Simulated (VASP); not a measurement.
Consider the following.

```yaml
crystal:
  lattice:
    - [0.00000, 2.89170, 2.89170]
    - [2.89170, 0.00000, 2.89170]
    - [2.89170, 2.89170, 0.00000]
  atoms:
    - { symbol: Zn, position: [0.00000, 0.00000, 0.00000] }
    - { symbol: Se, position: [0.25000, 0.25000, 0.25000] }
```

Method: PBE GGA, VASP's PBE PAW potentials (set 64) (plane waves; VASP). Run with 400 eV cut-off, KSPACING 0.3 per Å, Gaussian smearing of 0.050 eV, potentials Zn Se.

Give the stress tensor in GPa (positive for a compressed cell).

```
-1.43   0.00   0.00
 0.00  -1.43   0.00
 0.00   0.00  -1.43
```
The pressure is its mean diagonal, -1.43 GPa.

The compound is ZnSe in the zinc blende structure. The cell was not relaxed at this level. The run is one of a series of settings (KGAMMA = .TRUE., KSPACING = 0.3, KPOINTS file removed against the base run), some of them coarse on purpose.
